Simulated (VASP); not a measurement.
Input:

```xyz
2
Lattice="3.1535 0.0000 0.0000 -1.5768 2.7310 0.0000 0.0000 0.0000 11.8896" Properties=species:S:1:pos:R:3 pbc="T T T"
Cu     1.5768     0.9103     5.9448
O      0.0000     1.8207     5.9448
```

The numbers are results of PBEsol GGA with spin-orbit coupling, VASP's PBE PAW potentials (set 64) (plane waves; VASP), not measurements. Run with 520 eV cut-off, 12×12×1 Γ-centred mesh, Gaussian smearing of 0.050 eV, potentials Cu O.

The cell holds a wide vacuum, so values per volume refer to the whole cell.

Question: What does the run give for the energy per atom (σ→0), band gap (over mesh and band path) with the smallest direct gap where there is one?

Answer: 
```json
{
  "band gap (over mesh and band path)": "none (metal, semimetal or under 0.01 eV)",
  "energy per atom (σ→0)": "-5.043 eV/atom"
}
```

The absolute energy has meaning only against runs of the same code, potentials and settings.

The cell is a sheet with vacuum, built from a generated structure.
